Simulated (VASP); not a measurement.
Here is the system:

```
CELL_PARAMETERS angstrom
      0.00000     2.79311     2.79311
      2.79311     0.00000     2.79311
      2.79311     2.79311     0.00000
ATOMIC_POSITIONS crystal
  Mg 0.00000 0.00000 0.00000
  Se 0.50000 0.50000 0.50000
```

Calculation: PBE GGA, VASP's PBE PAW potentials (set 64) (plane waves; VASP 6.6.1). Numerical set-up: 480 eV cut-off, 8×8×8 Γ-centred mesh, Gaussian smearing of 0.050 eV, potentials Mg Se.

**Question.** Give the stress tensor in GPa (positive for a compressed cell).

**Answer.** 
```
-2.47   0.00   0.00
 0.00  -2.47   0.00
 0.00   0.00  -2.47
```
The pressure is its mean diagonal, -2.47 GPa.

The compound is MgSe in the rock salt structure. This cell was strained or had an atom moved on purpose.
